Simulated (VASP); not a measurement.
Consider the following.

```
CELL_PARAMETERS angstrom
      4.30054     0.00000     0.00000
      0.00000     4.30054     0.00000
      0.00000     0.00000     4.30054
ATOMIC_POSITIONS crystal
  Co 0.85321 0.64679 0.35321
  Co 0.35321 0.85321 0.64679
  Co 0.14679 0.14679 0.14679
  Co 0.64679 0.35321 0.85321
  Si 0.15640 0.34360 0.65640
  Si 0.65640 0.15640 0.34360
  Si 0.84360 0.84360 0.84360
  Si 0.34360 0.65640 0.15640
```

Computed with LDA (Ceperley-Alder, Perdew-Zunger), VASP's LDA PAW potentials (set 64) (plane waves; VASP 6.6.1). Run with 500 eV cut-off, 7×7×7 Γ-centred mesh, first-order Methfessel-Paxton smearing of 0.10 eV, potentials Co Si.

Energy and stress use the plane-wave basis of the starting cell.

Question: The ions, cell shape and volume at an external pressure of 20.0 GPa are relaxed. Predict the relaxed structure.

Answer: 
```
CELL_PARAMETERS angstrom
      4.25659     0.00000     0.00000
      0.00000     4.25659     0.00000
      0.00000     0.00000     4.25659
ATOMIC_POSITIONS crystal
  Co 0.85250 0.64750 0.35250
  Co 0.35250 0.85250 0.64750
  Co 0.14750 0.14750 0.14750
  Co 0.64750 0.35250 0.85250
  Si 0.15601 0.34399 0.65601
  Si 0.65601 0.15601 0.34399
  Si 0.84399 0.84399 0.84399
  Si 0.34399 0.65601 0.15601
```
Space group P2_13 (198), at a tolerance of 0.03 Å.

Question: How do energy and volume change from the first to the last step?

Answer: The energy (σ→0) changes by +28.1 meV/atom and the volume by -3.0 %, in 6 ionic steps.

| step | E(σ→0) (eV) | max force (eV/Å) | pressure (GPa) | volume (Å³) |
|---|---|---|---|---|
| 1 | -62.5511 | 0.006 | 10.06 | 79.54 |
| 2 | -61.4500 | 0.210 | 43.73 | 72.65 |
| 3 | -62.3353 | 0.065 | 19.77 | 77.20 |
| 4 | -62.3293 | 0.066 | 20.00 | 77.15 |
| 5 | -62.3281 | 0.031 | 19.89 | 77.14 |
| 6 | -62.3266 | 0.013 | 20.01 | 77.12 |

The compound is CoSi in the B20 structure. This run relaxes it under an external pressure of 20 GPa. Symmetry was kept, so distortions that lower it aren't found. The run is not spin-polarised, so no magnetic state was tried.
